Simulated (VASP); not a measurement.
An input for Ansatz (written as the equivalent of a VASP run, and not itself run):

Ansatz 0.2 input:
```yaml
crystal:
  lattice:
    - [3.0885139, 0.0000000, 0.0000000]
    - [0.0000000, 3.0885139, 0.0000000]
    - [0.0000000, 0.0000000, 3.0885139]
  atoms:
    - { symbol: Ta, position: [0.0000000, 0.0000000, 0.0000000] }
    - { symbol: S, position: [0.5000000, 0.5000000, 0.5000000] }
kpoints:
  mp_grid: { grid: [11, 11, 11] }
hamiltonian:
  xc: pbe
  pseudopotentials: { kind: paw }
scf:
  occupations: { method: methfessel_paxton, width: 0.1 }
  max_iter: 100
relax:
  max_steps: 60
  f_tol: 0.01
  cell: {}
output: { forces: true, stress: true, eigenvalues: true }
```

Write the VASP files for the same calculation (PBE).

This is not unique; one that fits is 
**INCAR**
```
! general
SYSTEM   =  TaS
PREC     =  Accurate
ENCUT    =  400
LREAL    =  .FALSE.
LASPH    =  .TRUE.

! electronic loop
EDIFF    =  1E-6
NELM     =  100
ALGO     =  Normal
LMAXMIX  =  6

! smearing
ISMEAR   =  1
SIGMA    =  0.1

! functional
GGA      =  PE

! ions
IBRION   =  2
NSW      =  60
ISIF     =  3
EDIFFG   =  -0.01

! output
LWAVE    =  .FALSE.
LCHARG   =  .FALSE.
```

KPOINTS:
```
Automatic mesh
0
Gamma
11 11 11
0 0 0
```

POSCAR:
```
TaS
1
    3.0885139150     0.0000000000    -0.0000000000
    0.0000000000     3.0885139150    -0.0000000000
   -0.0000000000     0.0000000000     3.0885139150
Ta S
1 1
Direct
  0.0000000000   0.0000000000   0.0000000000
  0.5000000000   0.5000000000   0.5000000000
```

POTCAR, in this order: Ta_pv S (PBE.64 set). Program: vasp_std.

Limits of the translation: each code has its own PAW files, so the cut-off isn't converted (ENCUT is set for VASP's; basis.ecutwfc is left out, and Ansatz then takes the one that its files recommend); Ansatz stops its SCF on the density residual and VASP on the energy change (EDIFF).

The structure was generated: TaS was put into the CsCl type type (Pm-3m), which need not be its known phase. This run relaxes it. Symmetry was kept, so distortions that lower it aren't found. The start is the result of an earlier pass.
